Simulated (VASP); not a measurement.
Consider the following.

```yaml
crystal:
  lattice:
    - [1.83928, -7.44292, 0.00000]
    - [1.83928, 7.44292, 0.00000]
    - [0.00000, 0.00000, 3.66948]
  atoms:
    - { symbol: Zr, position: [0.60609, 0.39391, 0.25000] }
    - { symbol: Zr, position: [0.39391, 0.60609, 0.75000] }
    - { symbol: Si, position: [0.94853, 0.05147, 0.25000] }
    - { symbol: Si, position: [0.05147, 0.94853, 0.75000] }
    - { symbol: Si, position: [0.24993, 0.75007, 0.25000] }
    - { symbol: Si, position: [0.75007, 0.24993, 0.75000] }
```

The numbers are results of r2SCAN meta-GGA, VASP's PBE PAW potentials (set 64) (plane waves; VASP), not measurements. Numerical set-up: 400 eV cut-off, 10×10×9 Γ-centred mesh, tetrahedra with Blöchl corrections, potentials Zr_sv Si.

For a metal the tetrahedron method with Blöchl corrections gives inexact stress and forces.

### Question
Give the force on each atom (eV/Å).

### Answer

| atom | Fx | Fy | Fz |
|---|---|---|---|
| Zr1 | 0.000 | 0.051 | 0.000 |
| Zr2 | 0.000 | -0.051 | 0.000 |
| Si3 | 0.000 | 0.016 | 0.000 |
| Si4 | 0.000 | -0.016 | 0.000 |
| Si5 | 0.000 | 0.001 | 0.000 |
| Si6 | 0.000 | -0.001 | 0.000 |

### Question
Give the stress tensor in GPa (positive for a compressed cell).

### Answer

```
 0.27   0.00   0.00
 0.00  -0.26   0.00
 0.00   0.00  -0.14
```
The pressure is its mean diagonal, -0.04 GPa.

The compound is ZrSi2 in the sg63 structure. It was relaxed first.
